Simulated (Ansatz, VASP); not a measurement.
# Cs2LiP in two plane-wave programs, part 2 of 2

Aim: how closely do two programs agree when they are given the same cell, functional and k mesh? The cell is generated by rule, not measured, and may not be a known phase. The cell is taken from a series of VASP runs on this material, whose earlier steps may have relaxed, scaled or displaced it; both programs get it as it stands.

VASP 6.6.1 and Ansatz 0.2.0.

So far: Starting point; Ansatz: relaxation of cell and atoms, revPBE with D3(BJ); VASP: relaxation of cell and atoms, revPBE with D3(BJ).

## Step 3: VASP: relaxation of cell and atoms, revPBE with D3(BJ) (continued)

Level of this step: revPBE with D3(BJ); plane waves and PAW (Cs_sv, Li_sv, P); invented cell (VASP).

Numbers of over 12 decimals in the logs are rounded to 6 here.

OUTCAR, selected parts (step 3):

```text
ion  position               nearest neighbor table
   1  0.075  0.100  0.089-
   2  0.417  0.606  0.419-
   3  0.744  0.897  0.758-   4 2.30   4 2.30
   4  0.769  0.397  0.737-   3 2.30   3 2.30

  LATTYP: Found a triclinic cell.
 ALAT       =     6.1028077719
 B/A-ratio  =     1.0044312159
 C/A-ratio  =     0.7524782280
 COS(alpha) =     0.0104581989
 COS(beta)  =     0.0232891503
 COS(gamma) =     0.5159676610

 Subroutine GETGRP returns: Found  1 space group operations
 (whereof  1 operations were pure point group operations)

The static configuration has the point symmetry C_1 .

 Found     36 irreducible k-points:

   k-points           NKPTS =     36   k-points in BZ     NKDIM =     36   number of bands    NBANDS=     19

   dimension x,y,z NGX =    50 NGY =   40 NGZ =   54
   dimension x,y,z NGXF=   100 NGYF=   80 NGZF=  108

   ENCUT  =  650.0 eV  47.77 Ry    6.91 a.u.  12.51  9.55 12.69*2*pi/ulx,y,z

   NELECT =      26.0000    total number of electrons

 k-points in reciprocal lattice and weights: Automatic mesh
   0.00000000  0.00000000  0.00000000       0.016
   0.25000000 -0.00000000 -0.00000000       0.031
   0.50000000 -0.00000000 -0.00000000       0.016
  -0.00000000  0.25000000 -0.00000000       0.031
   0.25000000  0.25000000 -0.00000000       0.031
   0.50000000  0.25000000 -0.00000000       0.031
  -0.25000000  0.25000000  0.00000000       0.031
  -0.00000000  0.50000000 -0.00000000       0.016
   0.25000000  0.50000000 -0.00000000       0.031
[...]
0.25000000  0.50000000  0.50000000       0.031
   0.50000000  0.50000000  0.50000000       0.016

 Edisp (eV)   -1.43840

 average (electrostatic) potential at core
       1 -50.2984       2 -50.2838       3 -62.5854       4 -84.6017

 E-fermi :   2.1998

 k-point     1 :       0.0000    0.0000    0.0000
  band No.  band energies     occupation
    ...
      9      -7.1027      2.00000
     10      -5.8300      2.00000
     11       1.1338      2.00000
     12       1.3490      2.00000
     13       1.3554      2.00000
     14       2.8258      0.00000
     15       4.2370      0.00000
     16       6.0727      0.00000
     17       6.0829      0.00000
     18       6.2884      0.00000
    ...

 k-point     2 :       0.2500   -0.0000   -0.0000
  band No.  band energies     occupation
    ...
      9      -7.0417      2.00000
     10      -5.6259      2.00000
     11       1.0226      2.00000
     12       1.2547      2.00000
     13       1.5159      2.00000
     14       3.7804      0.00000
     15       3.9090      0.00000
     16       5.3109      0.00000
     17       5.6696      0.00000
     18       6.2245      0.00000
    ...

 k-point     3 :       0.5000   -0.0000   -0.0000
  band No.  band energies     occupation
    ...
      9      -6.9904      2.00000
     10      -5.5099      2.00000
     11       1.0084      2.00000
     12       1.4040      2.00000
     13       1.7017      2.00000
     14       3.5824      0.00000
     15       4.4784      0.00000
     16       4.8457      0.00000
     17       5.5119      0.00000
     18       5.8851      0.00000
    ...

 Edisp (eV)   -1.43384

  Total      -0.01672    -0.00197    -0.03575    -0.02100    -0.01250    -0.00344
  in kB      -0.17979    -0.02121    -0.38455    -0.22589    -0.13447    -0.03699
  external pressure =       -0.20 kB  Pullay stress =        0.00 kB

  energy-cutoff  :      650.00
  volume of cell :      148.96
      direct lattice vectors                 reciprocal lattice vectors
     4.104453185 -4.306439491  1.226841411     0.124905628 -0.130166866 -0.059685818
     3.366488836  3.203721993  0.058220704     0.155444731  0.148756330  0.002114791
     1.281600130 -1.421422738  5.781963336    -0.028068234  0.026121474  0.185594727

 POSITION                                       TOTAL-FORCE (eV/Angst)
 -----------------------------------------------------------------------------------
      0.90065     -0.06090      0.59827        -0.002822     -0.001953      0.001797
      4.31628     -0.42554      2.96234         0.006716      0.006956     -0.002013
      6.99991     -1.49320      5.31349        -0.008626     -0.003997      0.000627
      5.31280     -3.09306      5.28522         0.004731     -0.001006     -0.000412
 -----------------------------------------------------------------------------------
    total drift:                                0.000176      0.000325      0.000042

  FREE ENERGIE OF THE ION-ELECTRON SYSTEM (eV)
  ---------------------------------------------------
  free  energy   TOTEN  =       -11.0340498928 eV

  energy  without entropy=      -11.0340498928  energy(sigma->0) =      -11.03404989

 reached required accuracy - stopping structural energy minimisation

 total charge
# of ion       s       p       d       tot
------------------------------------------
    1        1.844   4.693   0.053   6.589
    2        1.844   4.693   0.053   6.590
    3        2.039   0.064   0.000   2.103
    4        1.029   1.449   0.000   2.479
--------------------------------------------------
tot          6.755  10.900   0.106  17.761

[... 3 further parts left out ...]
```

## Step 4: Side by side

Known differences besides the potentials themselves: both relaxations stop at a tolerance, which leaves soft axes loose, and VASP keeps its plane-wave basis; the cutoff is 420 eV in Ansatz and 650 eV in VASP; Ansatz makes its cores anew for this functional, VASP keeps those of its PBE data sets; VASP leaves aspherical gradient terms in its spheres out (LASPH is not set), Ansatz keeps them; Ansatz adds a Pulay correction to the stress that steers its cell, VASP none. Total energies have different zeros and are not compared.

The two programs side by side:

| quantity | Ansatz | VASP | difference |
| --- | --- | --- | --- |
| volume (Å³) | 148.54 | 148.96 | -0.29 % |
| edge a after relaxation, in the typed setting (Å) | 6.077 | 6.074 | +0.05 % |
| edge b after relaxation, in the typed setting (Å) | 4.640 | 4.648 | -0.17 % |
| edge c after relaxation, in the typed setting (Å) | 6.080 | 6.090 | -0.18 % |

The walks stopped with -0.01 GPa left in Ansatz and -0.02 GPa in VASP; each walk ends within a tolerance, so the volume difference is uncertain by about these residues over the bulk modulus, most in soft cells.

## Step 5: Results

```
difference in volume (relaxation of cell and atoms, revPBE with D3(BJ)) : -0.29 %
```

What this shows: The difference in volume is -0.29 % (relaxation of cell and atoms, revPBE with D3(BJ)), within the 1.2 % picked in this series as the mark of a large difference, as far as the stopping tolerances let one tell. Such differences can come from data sets, numerical settings and the points named under the comparisons, not from the functional's error against experiment.

[Lines on the potential files, build, host, timing and source positions are cut from VASP's logs without a mark.]

[Logs are printed without paths, hosts, clocks, repeated set-up lines and the standing remarks that a program may print on its own settings, such as how far it seeks lower states.]

[Hosts, paths, dates, database ids (printed as entryN), source tags and the programs' standing remarks are cut or masked in the printed files.]
